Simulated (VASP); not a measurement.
Consider the following.

```
BP
1.0
    0.00000     2.21337     2.21337
    2.21337     0.00000     2.21337
    2.21337     2.21337     0.00000
B P
1 1
Direct
  0.00000   0.00000   0.00000
  0.25000   0.25000   0.25000
```

All values below come from PBE GGA, VASP's PBE PAW potentials (set 64) (plane waves; VASP 6.6.1). Run with 600 eV cut-off, 10×10×10 Γ-centred mesh, Gaussian smearing of 0.050 eV, potentials B P.

**Question.** Estimate the energy per atom (σ→0), pressure.

**Answer.** 
```yaml
energy per atom (σ→0): -6.426 eV/atom
pressure: 15.07 GPa
```

Total energies compare only between runs with the same potentials, cut-off and functional.

The compound is BP in the zinc blende structure. It was relaxed first under an external pressure of 15 GPa.
